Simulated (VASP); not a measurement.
Output of a VASP run:

### OUTCAR
```
 ion  position               nearest neighbor table
   1  0.000  0.000  0.000-   2 2.44   2 2.44   2 2.44   2 2.44   2 2.44   2 2.44   2 2.44   2 2.44
  LATTYP: Found a simple cubic cell.
 ALAT       =     2.8194000000
 Subroutine PRICEL returns:
 Original cell was already a primitive cell.
 Subroutine GETGRP returns: Found 48 space group operations
The static configuration has the point symmetry O_h .
The dynamic configuration has the point symmetry O_h .
 Subroutine INISYM returns: Found 48 space group operations
 Subroutine IBZKPT returns following result:
 Found     84 irreducible k-points:

 Following reciprocal coordinates:
            Coordinates               Weight
  0.000000  0.000000  0.000000      1.000000
  0.083333  0.000000  0.000000      6.000000
  0.166667  0.000000  0.000000      6.000000
  0.250000  0.000000  0.000000      6.000000
  0.333333  0.000000  0.000000      6.000000
  0.416667  0.000000  0.000000      6.000000
  0.500000  0.000000  0.000000      3.000000
  0.083333  0.083333  0.000000     12.000000
  0.166667  0.083333  0.000000     24.000000
  0.250000  0.083333  0.000000     24.000000
  0.333333  0.083333  0.000000     24.000000
  0.416667  0.083333  0.000000     24.000000
  0.500000  0.083333  0.000000     12.000000
  0.166667  0.166667  0.000000     12.000000
  0.250000  0.166667  0.000000     24.000000
  0.333333  0.166667  0.000000     24.000000
  0.416667  0.166667  0.000000     24.000000
  0.500000  0.166667  0.000000     12.000000
  0.250000  0.250000  0.000000     12.000000
  0.333333  0.250000  0.000000     24.000000
  0.416667  0.250000  0.000000     24.000000
  0.500000  0.250000  0.000000     12.000000
  0.333333  0.333333  0.000000     12.000000
  0.416667  0.333333  0.000000     24.000000
  0.500000  0.333333  0.000000     12.000000
  0.416667  0.416667  0.000000     12.000000
  0.500000  0.416667  0.000000     12.000000
  0.500000  0.500000  0.000000      3.000000
  0.083333  0.083333  0.083333      8.000000
  0.166667  0.083333  0.083333     24.000000
  0.250000  0.083333  0.083333     24.000000
  0.333333  0.083333  0.083333     24.000000
  0.416667  0.083333  0.083333     24.000000
  0.500000  0.083333  0.083333     12.000000
  0.166667  0.166667  0.083333     24.000000
  0.250000  0.166667  0.083333     48.000000
  0.333333  0.166667  0.083333     48.000000
  0.416667  0.166667  0.083333     48.000000
  0.500000  0.166667  0.083333     24.000000
  0.250000  0.250000  0.083333     24.000000
   k-points           NKPTS =     84   k-points in BZ     NKDIM =     84   number of bands    NBANDS=     10
   number of dos      NEDOS =    301   number of ions     NIONS =      2
   total plane-waves  NPLWV =   5832
   dimension x,y,z NGX =    18 NGY =   18 NGZ =   18
   dimension x,y,z NGXF=    36 NGYF=   36 NGZF=   36
   ions per type =               1   1
   PREC   = accura    normal or accurate (medium, high low for compatibility)
   ISTART =      0    job   : 0-new  1-cont  2-samecut
   ICHARG =      2    charge: 1-file 2-atom 10-const
   ISPIN  =      1    spin polarized calculation?
   LNONCOLLINEAR =      F non collinear calculations
   LSORBIT =      F    spin-orbit coupling
   INIWAV =      1    electr: 0-lowe 1-rand  2-diag
   ENCUT  =  400.0 eV  29.40 Ry    5.42 a.u.   4.60  4.60  4.60*2*pi/ulx,y,z
   NELM   =    100;   NELMIN=  2; NELMDL= -5     # of ELM steps
   EDIFF  = 0.1E-05   stopping-criterion for ELM
   LREAL  =      F    real-space projection
   NLSPLINE    = F    spline interpolate recip. space projectors
   LMAXMIX     =    4 max onsite mixed and CHGCAR
   VOSKOWN=      0    Vosko Wilk Nusair interpolation
   EDIFFG = -.1E-01   stopping-criterion for IOM
   NSW    =     60    number of steps for IOM
   NBLOCK =      1;   KBLOCK =     60    inner block; outer block
   IBRION =      2    ionic relax: 0-MD 1-quasi-New 2-CG
   NFREE  =      1    steps in history (QN), initial steepest desc. (CG)
...
```

OSZICAR:
```
       N       E                     dE             d eps       ncg     rms          rms(c)
DAV:   1     0.285387506547E+02    0.28539E+02   -0.45972E+03  1704   0.104E+03
DAV:   2    -0.142513273563E+02   -0.42790E+02   -0.40360E+02  1714   0.175E+02
DAV:   3    -0.153321298133E+02   -0.10808E+01   -0.10727E+01  2018   0.364E+01
DAV:   4    -0.153501826532E+02   -0.18053E-01   -0.18047E-01  1998   0.424E+00
DAV:   5    -0.153507306958E+02   -0.54804E-03   -0.54803E-03  1966   0.754E-01    0.125E+01
DAV:   6    -0.177399304385E+02   -0.23892E+01   -0.66361E+01  1914   0.125E+02    0.168E+01
DAV:   7    -0.137336699754E+02    0.40063E+01   -0.29131E+01  1846   0.796E+01    0.191E+00
DAV:   8    -0.137179190201E+02    0.15751E-01   -0.21498E-01  1768   0.392E+00    0.119E+00
DAV:   9    -0.137018326897E+02    0.16086E-01   -0.42710E-02  2052   0.286E+00    0.305E-01
DAV:  10    -0.137013202219E+02    0.51247E-03   -0.10724E-03  1992   0.468E-01    0.140E-01
DAV:  11    -0.137013034412E+02    0.16781E-04   -0.27969E-05  2190   0.527E-02    0.212E-02
DAV:  12    -0.137012988725E+02    0.45687E-05   -0.13446E-05  1944   0.521E-02    0.585E-03
DAV:  13    -0.137012987598E+02    0.11267E-06   -0.49660E-07   880   0.717E-03
   1 F= -.13701299E+02 E0= -.13701298E+02  d E =-.137013E+02
       N       E                     dE             d eps       ncg     rms          rms(c)
DAV:   1    -0.142602286871E+02   -0.55893E+00   -0.80117E+00  1802   0.503E+01    0.674E+00
DAV:   2    -0.149068241677E+02   -0.64660E+00   -0.20378E+01  1896   0.708E+01    0.859E+00
DAV:   3    -0.137159142162E+02    0.11909E+01   -0.92437E+00  1832   0.462E+01    0.115E+00
DAV:   4    -0.137058494562E+02    0.10065E-01   -0.53933E-02  1752   0.226E+00    0.648E-01
DAV:   5    -0.137005798750E+02    0.52696E-02   -0.14629E-02  2298   0.155E+00    0.137E-01
DAV:   6    -0.137005122946E+02    0.67580E-04   -0.36869E-04  1836   0.283E-01    0.462E-02
DAV:   7    -0.137005154229E+02   -0.31283E-05   -0.65585E-06  2032   0.336E-02    0.897E-03
DAV:   8    -0.137005144906E+02    0.93229E-06   -0.42093E-06  1150   0.319E-02
   2 F= -.13700514E+02 E0= -.13700394E+02  d E =0.784269E-03
       N       E                     dE             d eps       ncg     rms          rms(c)
DAV:   1    -0.138512489539E+02   -0.15073E+00   -0.20904E+00  1776   0.263E+01    0.332E+00
DAV:   2    -0.140403711732E+02   -0.18912E+00   -0.55547E+00  1918   0.359E+01    0.452E+00
DAV:   3    -0.137158457732E+02    0.32453E+00   -0.22414E+00  1938   0.237E+01    0.585E-01
DAV:   4    -0.137120725909E+02    0.37732E-02   -0.99210E-03  1764   0.115E+00    0.219E-01
DAV:   5    -0.137114772113E+02    0.59538E-03   -0.18192E-03  2506   0.512E-01    0.331E-02
DAV:   6    -0.137114814931E+02   -0.42817E-05   -0.31237E-05  1826   0.772E-02    0.105E-02
DAV:   7    -0.137114810621E+02    0.43098E-06   -0.16667E-06   926   0.218E-02
   3 F= -.13711481E+02 E0= -.13711421E+02  d E =-.101823E-01
```

File OUTCAR:
```
------------------------ aborting loop because EDIFF is reached ----------------------------------------
  FORCE on cell =-STRESS in cart. coord.  units (eV):
  Direction    XX          YY          ZZ          XY          YZ          ZX
  --------------------------------------------------------------------------------------
  Total       -0.0156032     -0.0156032     -0.0156032     -0.0000000     -0.0000000      0.0000000
  in kB       -1.1459256     -1.1459256     -1.1459256     -0.0000000     -0.0000000      0.0000000
  external PRESSURE =      -1.1459256 kB  Pullay stress =       0.0000000 kB
  volume of cell :       21.82
      direct lattice vectors                 reciprocal lattice vectors
     2.794188379 -0.000000000  0.000000000     0.357885677  0.000000000  0.000000000
     0.000000000  2.794188379 -0.000000000     0.000000000  0.357885677  0.000000000
     0.000000000 -0.000000000  2.794188379    -0.000000000  0.000000000  0.357885677
 POSITION                                       TOTAL-FORCE (eV/Angst)
 -----------------------------------------------------------------------------------
      0.00000      0.00000      0.00000         0.000000      0.000000      0.000000
      1.39709      1.39709      1.39709         0.000000     -0.000000      0.000000
 -----------------------------------------------------------------------------------
    total drift:                                0.000000     -0.000000      0.000000
  FREE ENERGIE OF THE ION-ELECTRON SYSTEM (eV)
  ---------------------------------------------------
  free  energy   TOTEN  =       -13.7114810621 eV

  energy  without entropy=      -13.7112999810  energy(sigma->0) =      -13.71142070

 reached required accuracy - stopping structural energy minimisation
```
(Selected blocks of OUTCAR.)

**POSCAR**
```
AlCo
1
    2.8194000000     0.0000000000     0.0000000000
    0.0000000000     2.8194000000     0.0000000000
    0.0000000000     0.0000000000     2.8194000000
Al Co
1 1
Direct
  0.0000000000   0.0000000000   0.0000000000
  0.5000000000   0.5000000000   0.5000000000
```

### Question
Reconstruct the remaining input files.

### Answer
Several could match; the one computed here: the input of the run itself, LDA (Ceperley-Alder, Perdew-Zunger), plane waves, VASP's LDA PAW potentials (set 64).

File KPOINTS:
```
Automatic mesh
0
Gamma
12 12 12
0 0 0
```

### INCAR
```
SYSTEM = AlCo
PREC = Accurate
ENCUT = 400
EDIFF = 1E-6
NELM = 100
ALGO = Normal
LREAL = .FALSE.
LASPH = .TRUE.
ISMEAR = 1
SIGMA = 0.1
LMAXMIX = 4
LWAVE = .FALSE.
LCHARG = .FALSE.
IBRION = 2
ISIF = 3
NSW = 60
EDIFFG = -0.01
```

POTCAR, in this order: Al Co (LDA.64 set). Program: vasp_std.

Energy and stress use the plane-wave basis of the starting cell.

The structure comes from a computed database's AlCo entry (Pm-3m); how it stands against other phases isn't given here. This run relaxes it. Symmetry was kept, so distortions that lower it aren't found. The run is not spin-polarised, so no magnetic state was tried.
